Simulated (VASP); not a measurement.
Given:

```
Ir
1.0
    0.00000     1.91709     1.91709
    1.91709     0.00000     1.91709
    1.91709     1.91709     0.00000
Ir
1
Direct
  0.00000   0.00000   0.00000
```

Computed with PBEsol GGA, VASP's PBE PAW potentials (set 64) (plane waves; VASP). Numerical set-up: 500 eV cut-off, 16×16×16 Γ-centred mesh, first-order Methfessel-Paxton smearing of 0.10 eV, potentials Ir.

Q: The ions, cell shape and volume at an external pressure of 5.0 GPa are relaxed. Which structure does the run end with?

A: 
```
Ir
1.0
    0.00000     1.90936     1.90936
    1.90936     0.00000     1.90936
    1.90936     1.90936     0.00000
Ir
1
Direct
  0.00000   0.00000   0.00000
```
Space group Fm-3m (225), at a tolerance of 0.03 Å.

Q: How do energy and volume change from the first to the last step?

A: The energy (σ→0) changes by +2.6 meV/atom and the volume by -1.2 %, in 3 ionic steps.

```json
[
 {"step": "1", "E(σ→0) (eV)": "-9.8094", "max force (eV/Å)": "0.000", "pressure (GPa)": "0.02", "volume (Å³)": "14.09"},
 {"step": "2", "E(σ→0) (eV)": "-9.7342", "max force (eV/Å)": "0.000", "pressure (GPa)": "29.38", "volume (Å³)": "13.22"},
 {"step": "3", "E(σ→0) (eV)": "-9.8068", "max force (eV/Å)": "0.000", "pressure (GPa)": "4.89", "volume (Å³)": "13.92"}
]
```

The compound is Ir in the fcc structure. This run relaxes it under an external pressure of 5 GPa. Symmetry was kept, so distortions that lower it aren't found.
